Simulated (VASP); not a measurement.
Given:

```
Na2S
1.0
    0.00000     3.18968     3.18968
    3.18968     0.00000     3.18968
    3.18968     3.18968     0.00000
Na S
2 1
Direct
  0.25000   0.25000   0.25000
  0.75000   0.75000   0.75000
  0.00000   0.00000   0.00000
```

All values below come from LDA (Ceperley-Alder, Perdew-Zunger), VASP's LDA PAW potentials (set 64) (plane waves; VASP 6.6.1). Settings: 520 eV cut-off, 6×6×6 Γ-centred mesh, Gaussian smearing of 0.050 eV, potentials Na_pv S.

Predict the energy per atom (σ→0), band gap (on the k-mesh) with the smallest direct gap where there is one.

```json
{
  "band gap (on the k-mesh)": "2.50 eV",
  "smallest direct gap (on the k-mesh)": "2.50 eV",
  "energy per atom (σ→0)": "-351.0 kJ/mol-atom"
}
```

Total energies compare only between runs with the same potentials, cut-off and functional.

The compound is Na2S in the antifluorite structure. It was relaxed first, which changed the volume by -7 %.
